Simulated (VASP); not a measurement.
Method: PBEsol GGA, VASP's PBE PAW potentials (set 64) (plane waves; VASP).

A VASP calculation is set up with these files.

**POSCAR**
```
Si
1.0
  0.0000000000   2.7178176004   2.7178176004
  2.7178176004   0.0000000000   2.7178176004
  2.7178176004   2.7178176004   0.0000000000
Si
2
Direct
  0.0000000000   0.0000000000   0.0000000000
  0.2500000000   0.2500000000   0.2500000000
```

**KPOINTS**
```
K-points
0
G
 8 8 8
0 0 0
```

### INCAR
```
ALGO = Normal
EDIFF = 1E-6
EDIFFG = -0.02
ENCUT = 500
GGA = PS
IBRION = 2
ISIF = 3
ISMEAR = 0
LASPH = .TRUE.
LCHARG = .FALSE.
LREAL = .FALSE.
LWAVE = .FALSE.
NELM = 100
NSW = 40
PREC = Accurate
SIGMA = 0.05
SYSTEM = Si
```

POTCAR, in this order: Si (PBE.64 set). Program: vasp_std.

**Question.** What will the output report for the number of irreducible k-points (NKPTS), largest plane-wave count, number of space-group operations, FFT grid (NGX, NGY, NGZ)?

**Answer.** 
The number of irreducible k-points (NKPTS) is 29. The largest plane-wave count comes out as 1036 and the number of space-group operations is 48. The FFT grid (NGX, NGY, NGZ) is 28 × 28 × 28.

The compound is Si in the diamond structure. It was relaxed first.
